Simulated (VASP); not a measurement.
OSZICAR of a VASP run on SnC$_{62}$:

**OSZICAR**
```
       N       E                     dE             d eps       ncg     rms          rms(c)
DAV:   1    -0.562260059770E+03   -0.56226E+03   -0.90999E-06   720   0.700E-03    0.209E-03
RMM:   2    -0.562260059694E+03    0.76716E-07   -0.83355E-07   394   0.233E-03    0.938E-04
RMM:   3    -0.562260059710E+03   -0.16566E-07   -0.30178E-07   426   0.128E-03    0.460E-04
RMM:   4    -0.562260059712E+03   -0.17444E-08   -0.38234E-08   251   0.613E-04
   1 F= -.56226006E+03 E0= -.56226006E+03  d E =-.764514E-11  mag=     3.0000
```

### Question
Which electronic solver shows in the log?

### Answer
It is blocked Davidson (ALGO = Normal, or the opening steps of other solvers) and then RMM-DIIS (ALGO = Fast or VeryFast). The INCAR had ALGO = Fast.

### Question
How was spin treated?

### Answer
Collinear spin (ISPIN = 2): the summary line carries one mag value, 3.00 μB in the cell.

### Question
Can the final energy be trusted as converged?

### Answer
Self-consistency was reached. It stopped with EDIFF = 1E-6, NELM = 100 (PBE GGA, plane waves, VASP's PBE PAW potentials (set 64)).  The cell is charged, with a uniform compensating background.  The supercell is sampled at Γ alone, which is coarse: total energies, pressure and levels can be off, energies of defects by several tenths of an eV.

The cell is a supercell with a defect, built from C (diamond): Sn_C-vac_C, charge +1. The total moment is imposed (NUPDOWN), so this need not be the lowest spin state.
